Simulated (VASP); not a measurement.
An input for Ansatz (written as the equivalent of a VASP run, and not itself run):

Ansatz 0.2 input:
```yaml
crystal:
  lattice:
    - [2.8900000, 0.0000000, 0.0000000]
    - [0.0000000, 2.8900000, 0.0000000]
    - [0.0000000, 0.0000000, 2.8900000]
  atoms:
    - { symbol: Al, position: [0.5000000, 0.5000000, 0.5000000] }
    - { symbol: Ni, position: [0.0000000, 0.0000000, 0.0000000] }
kpoints:
  mp_grid: { grid: [11, 11, 11] }
hamiltonian:
  xc: pbe
  dispersion: d4
  pseudopotentials: { kind: paw }
scf:
  occupations: { method: methfessel_paxton, width: 0.1 }
  max_iter: 100
relax:
  max_steps: 60
  f_tol: 0.01
  cell: {}
output: { forces: true, stress: true, eigenvalues: true }
```

Problem. Translate this input to VASP (INCAR, KPOINTS, POSCAR, choice of POTCAR).

Solution. This is not unique; one that fits is 
**INCAR**
```
SYSTEM = NiAl
PREC = Accurate
ENCUT = 520
EDIFF = 1E-6
NELM = 100
ALGO = Normal
LREAL = .FALSE.
LASPH = .TRUE.
ISMEAR = 1
SIGMA = 0.1
GGA = PE
IVDW = 13
LMAXMIX = 4
LWAVE = .FALSE.
LCHARG = .FALSE.
IBRION = 2
ISIF = 3
NSW = 60
EDIFFG = -0.01
```

File KPOINTS:
```
Automatic mesh
0
Gamma
11 11 11
0 0 0
```

### POSCAR
```
NiAl
1.0
  2.8900000000   0.0000000000   0.0000000000
  0.0000000000   2.8900000000   0.0000000000
  0.0000000000   0.0000000000   2.8900000000
Al Ni
1 1
Cart
  1.4450000000   1.4450000000   1.4450000000
  0.0000000000   0.0000000000   0.0000000000
```

POTCAR, in this order: Al Ni (PBE.64 set). Program: vasp_std.

What does not carry over: each code has its own PAW files, so the cut-off isn't converted (ENCUT is set for VASP's; basis.ecutwfc is left out, and Ansatz then takes the one that its files recommend); Ansatz stops its SCF on the density residual and VASP on the energy change (EDIFF).

The compound is NiAl in the CsCl type structure. This run relaxes it. Symmetry was kept, so distortions that lower it aren't found.
